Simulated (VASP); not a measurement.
A convergence study with VASP on CdS (zinc blende): one setting is varied, all else stays as given below, so the limit is that of these other settings.

```yaml
crystal:
  lattice:
    - [0.00000, 2.91000, 2.91000]
    - [2.91000, 0.00000, 2.91000]
    - [2.91000, 2.91000, 0.00000]
  atoms:
    - { symbol: Cd, position: [0.00000, 0.00000, 0.00000] }
    - { symbol: S, position: [0.25000, 0.25000, 0.25000] }
```

Method: PBE GGA, VASP's PBE PAW potentials (set 64) (plane waves; VASP). The tightest run used: 550 eV cut-off, 17×17×17 Γ-centred mesh, tetrahedra with Blöchl corrections, potentials Cd S.

Gaps are read on the run's mesh, which can miss a band edge.

```csv
setting,E (eV/atom),pressure (GPa),gap on the mesh (eV),irreducible k-points
3×3×3 mesh,-2.9767,4.40,1.125,4
4×4×4 mesh,-3.0402,3.83,1.153,8
5×5×5 mesh,-3.0529,3.70,1.161,10
```

These are the cheaper rows. Estimate the results at 17×17×17 mesh, and how far the last row shown lies from them.

| quantity | tightest run | last row shown is off by |
|---|---|---|
| E (eV/atom) | -3.0572 | 0.0043 |
| pressure (GPa) | 3.66 | 0.04 |
| gap on the mesh (eV) | 1.165 | -0.004 |

Left out are rungs that failed or repeat a setting and relaxations that didn't move; long series are thinned to 24 rows.

The compound is CdS in the zinc blende structure, a metastable form; wurtzite is the usual one. The cell was not relaxed at this level.
